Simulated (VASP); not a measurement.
Method: PBE GGA with spin-orbit coupling, VASP's PBE PAW potentials (set 64) (plane waves; VASP).

The input files of a VASP run:

### INCAR
```
ALGO  =  Normal
EDIFF  =  1E-6
ENCUT  =  520
GGA  =  PE
GGA_COMPAT  =  .False.
ISIF  =  2
ISMEAR  =  0
LASPH  =  .True.
LCHARG  =  .False.
LMAXMIX  =  4
LREAL  =  .False.
LSORBIT  =  .True.
LWAVE  =  .False.
MAGMOM  =  12*0
NELM  =  100
PREC  =  Accurate
SIGMA  =  0.05
SYSTEM  =  ZnO
```

POSCAR:
```
ZnO
1
    1.6250000000    -2.8145830000     0.0000000000
    1.6250000000     2.8145830000     0.0000000000
    0.0000000000     0.0000000000     5.2100000000
Zn O
2 2
Direct
  0.6666670000   0.3333330000   0.5000000000
  0.3333330000   0.6666670000   0.0000000000
  0.6666670000   0.3333330000   0.8820000000
  0.3333330000   0.6666670000   0.3820000000
```

KPOINTS:
```
K-points
0
Gamma
  7 7 4
```

POTCAR, in this order: Zn O (PBE.64 set). Program: vasp_ncl.

**Question.** What will the output report for the number of irreducible k-points (NKPTS), number of bands (NBANDS), largest plane-wave count, number of space-group operations, FFT grid (NGX, NGY, NGZ)?

**Answer.** 
The number of irreducible k-points (NKPTS) is 32 and the number of bands (NBANDS) comes out as 44. The largest plane-wave count is 2608 and the number of space-group operations is 12. The FFT grid (NGX, NGY, NGZ) comes out as 24 × 24 × 40.

The compound is ZnO in the wurtzite structure. The cell was not relaxed at this level.
